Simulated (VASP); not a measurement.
All values below come from PBE GGA, VASP's PBE PAW potentials (set 64) (plane waves; VASP). For the first row: Run with 520 eV cut-off, 9×9×9 Γ-centred mesh, first-order Methfessel-Paxton smearing of 0.10 eV, potentials Mg Sn_d.

```tsv
system	energy (eV/atom)
Mg₂Sn (antifluorite)	-2.4773
Mg atom	-0.0009
Sn atom	-0.6638
```

Atoms are spin-polarised in a large box without symmetry, with the spin fixed by Hund's rule, and may not be in the lowest state of each functional; no zero-point energy is added.

**Question.** What is the cohesive energy per atom of Mg₂Sn?

**Answer.** The references average (2×(-0.0009) + 1×(-0.6638))/3 = -0.2219 eV, so the cohesive energy is -0.2219 − (-2.4773) = 2.255 eV/atom.
